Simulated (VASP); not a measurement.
Crystal: BBr2.

```
B Br
1.0
     3.18545    1.83912    2.25964
    -3.18545    1.83912    2.25964
     0.00000   -3.67824    2.25964
B Br
1 2
Direct
  0.00000 0.00000 0.00000
  0.72024 0.72024 0.72024
  0.27976 0.27976 0.27976
```

The cell was built by a generator and needn't be a form met in nature.

| Quantity | Value |
| --- | --- |
| Program | VASP 6.6.1 |
| Task | relaxation of cell and atoms |
| Functional | PBE |
| Potentials or basis | VASP PAW PBE potentials, release 64 (B, Br) |
| Cutoff | 600 eV |
| k mesh | 6 × 6 × 6 |
| Occupations | gaussian, width 0.05 eV |
| Spin | no spin polarisation |

At the start: pressure -1.4 GPa; volume 26.48 Å³/atom.

Task: How do energy, volume and symmetry change on relaxing?

Result: Over 26 steps the energy falls by 112.7 meV/atom and the volume is 29.74 Å³/atom (+12.3 %); space group R-3m (No. 166, to 0.05 Å).

The path:
```csv
step,energy change (eV),largest force (eV/Å),pressure (GPa),volume (Å³)
1,0.0000,1.6040,-1.35,79.43
2,0.0309,1.6329,6.50,76.84
3,-0.1079,0.4761,1.52,78.09
4,-0.1748,0.1910,1.16,79.98
5,-0.2442,0.2950,1.13,83.81
6,-0.2351,1.3880,2.58,91.59
7,-0.2630,1.0939,1.92,92.65
8,-0.3098,0.3220,0.25,95.83
9,-0.3155,0.0032,-0.44,97.36
10,-0.3155,0.0278,-0.49,97.48
11,-0.3161,0.0274,-0.49,97.37
12,-0.3179,0.0262,-0.48,97.02
13,-0.3212,0.0238,-0.45,96.33
14,-0.3271,0.0201,-0.39,94.96
15,-0.3354,0.0107,-0.23,92.23
16,-0.3325,0.0224,0.28,86.86
17,-0.3378,0.0004,-0.07,90.22
18,-0.3378,0.0019,-0.05,89.95
19,-0.3378,0.0027,-0.04,89.81
20,-0.3378,0.0604,0.09,89.67
21,-0.3378,0.0213,0.01,89.76
22,-0.3379,0.0202,0.01,89.71
23,-0.3380,0.0171,0.01,89.54
24,-0.3381,0.0115,0.02,89.21
25,-0.3377,0.0987,-0.22,89.32
26,-0.3381,0.0016,0.00,89.22
```

Final structure:
```xyz
3
Lattice="3.0835 1.7802 2.7089 -3.0835 1.7802 2.7089 0.0000 -3.5605 2.7089" Properties=species:S:1:pos:R:3 pbc="T T T"
B     0.0000    0.0000    0.0000
Br    0.0000    0.0000    6.2991
Br    0.0000    0.0000    1.8274
```

Caveat: an odd number of electrons without spin polarisation forces a metal; a magnetic or distorted state may lie lower.
